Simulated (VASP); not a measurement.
A convergence study with VASP on Ti (hcp): one setting is varied, all else stays as given below, so the limit is that of these other settings. Each run relaxes cell and ions from the cell shown.

```
CELL_PARAMETERS angstrom
      1.47500    -2.55477     0.00000
      1.47500     2.55477     0.00000
      0.00000     0.00000     4.68000
ATOMIC_POSITIONS crystal
  Ti 0.33333 0.66667 0.25000
  Ti 0.66667 0.33333 0.75000
```

All values below come from PBEsol GGA, VASP's PBE PAW potentials (set 64) (plane waves; VASP). The tightest run used: 550 eV cut-off, 19×19×11 Γ-centred mesh, first-order Methfessel-Paxton smearing of 0.10 eV, potentials Ti_sv.

Problem. The settings run are 2×2×1 mesh; 3×3×2 mesh; 4×4×2 mesh; 5×5×3 mesh; 6×6×3 mesh; 7×7×4 mesh; 8×8×4 mesh; 9×9×5 mesh; 10×10×6 mesh; 11×11×6 mesh; 13×13×7 mesh; 14×14×8 mesh; 15×15×8 mesh; 16×16×9 mesh; 17×17×10 mesh; 18×18×10 mesh; 19×19×11 mesh. From which on does the relaxed volume stay within 0.02 Å³/atom of the tightest run?

Solution. From 9×9×5 mesh on: it is off by 0.010 there and by no more than 0.02 in any finer run, while 8×8×4 mesh is off by 0.030.
| setting | relaxed volume (Å³/atom) | E (eV/atom) | irreducible k-points | difference judged (Å³/atom) |
|---|---|---|---|---|
| 2×2×1 mesh | 15.456 | -9.3469 | 2 | 1.227 |
| 3×3×2 mesh | 16.550 | -8.3842 | 6 | 0.133 |
| 4×4×2 mesh | 16.728 | -8.3080 | 8 | 0.045 |
| 5×5×3 mesh | 16.657 | -8.3406 | 10 | 0.026 |
| 6×6×3 mesh | 16.789 | -8.3199 | 14 | 0.106 |
| 7×7×4 mesh | 16.702 | -8.3402 | 24 | 0.019 |
| 8×8×4 mesh | 16.653 | -8.3497 | 30 | 0.030 |
| 9×9×5 mesh | 16.672 | -8.3410 | 36 | 0.010 |
| 10×10×6 mesh | 16.677 | -8.3378 | 56 | 0.006 |
| 11×11×6 mesh | 16.674 | -8.3383 | 64 | 0.009 |
| 13×13×7 mesh | 16.690 | -8.3388 | 84 | 0.007 |
| 14×14×8 mesh | 16.688 | -8.3405 | 120 | 0.005 |
| 15×15×8 mesh | 16.683 | -8.3395 | 135 | 0.000 |
| 16×16×9 mesh | 16.675 | -8.3403 | 150 | 0.008 |
| 17×17×10 mesh | 16.678 | -8.3397 | 198 | 0.005 |
| 18×18×10 mesh | 16.683 | -8.3402 | 222 | 0.000 |
| 19×19×11 mesh | 16.683 | -8.3397 | 240 | 0.000 |

Left out are rungs that failed or repeat a setting and relaxations that didn't move; long series are thinned to 24 rows.

The compound is Ti in the hcp structure.
